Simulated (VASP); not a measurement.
VBrO, 6 atoms in the cell. It takes space group Pmmn (No. 59, orthorhombic). The conventional cell has a = 3.380 Å, b = 3.775 Å, c = 8.425 Å, α = 90.00°, β = 90.00°, γ = 90.00°. Around V (site symmetry mm2) lie 4 O at 1.97 to 2.07 Å. Br (site symmetry mm2) has 2 V at 2.53 Å as nearest neighbours. O (site symmetry mm2) has 4 V at 1.97 to 2.07 Å as nearest neighbours. 

```yaml
Program: VASP 6.6.1
Task: single point
Functional: PBEsol
Potentials_or_basis: VASP PAW PBE potentials, release 64 (V_sv, Br, O)
Cutoff: 520 eV
k_mesh: 7 × 6 × 3
Occupations: gaussian, width 0.05 eV
Spin: collinear spin, antiferromagnetic start
Starting_moments: "[2.0, -2.0, 0.0, 0.0, 0.0, 0.0] μB"
Hubbard_terms: V d U = 3 eV
Further_INCAR_settings: ALGO = Fast; EDIFF = 1e-07; NBANDS = 39
```

Potentials or basis: VASP PAW PBE potentials, release 64 (V_sv, Br, O).

Command:

```console
$ cat potpaw_PBE.64/V_sv/POTCAR potpaw_PBE.64/Br/POTCAR potpaw_PBE.64/O/POTCAR > POTCAR
$ mpirun -np 1 vasp_std > vasp.out
```

Hardware: 1 thread of Intel(R) Xeon(R) Platinum 8488C (Sapphire Rapids), on a shared host.

Question: Estimate the wall time of this run.

Answer: Run time: 6.4 min on 1 thread of Intel(R) Xeon(R) Platinum 8488C (Sapphire Rapids), with other jobs on the host, peak memory 0.38 GiB. Counts: scf iterations 17, k points 32.
